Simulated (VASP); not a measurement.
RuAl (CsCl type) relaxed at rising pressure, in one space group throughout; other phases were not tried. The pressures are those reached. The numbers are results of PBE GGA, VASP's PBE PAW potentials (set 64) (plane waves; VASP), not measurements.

| P (GPa) | V (Å³/atom) | k-mesh |
|---|---|---|
| 0.00 | 13.542 | 12×12×12 |
| 4.96 | 13.233 | 12×12×12 |
| 9.96 | 12.956 | 12×12×12 |
| 19.99 | 12.479 | 12×12×12 |
| 30.07 | 12.081 | 13×13×13 |

A change of mesh leaves a small step in the series.

Problem. Fit an equation of state and predict the volume at 44.93 GPa.

Solution. Least squares on the third-order Birch-Murnaghan form, P = (3B0/2)(y⁷ − y⁵)[1 + (3/4)(B′ − 4)(y² − 1)] with y = (V0/V)^(1/3), gives V0 = 13.542 Å³/atom, B0 = 203 GPa and B′ = 4.5, and so 11.593 Å³/atom. The run gave 11.587 Å³/atom, -0.1 % from the fit.

Pressures at which the relaxation failed are left out.

The compound is RuAl in the CsCl type structure. The electron count is odd and the run is not spin-polarised, which forces a metal.
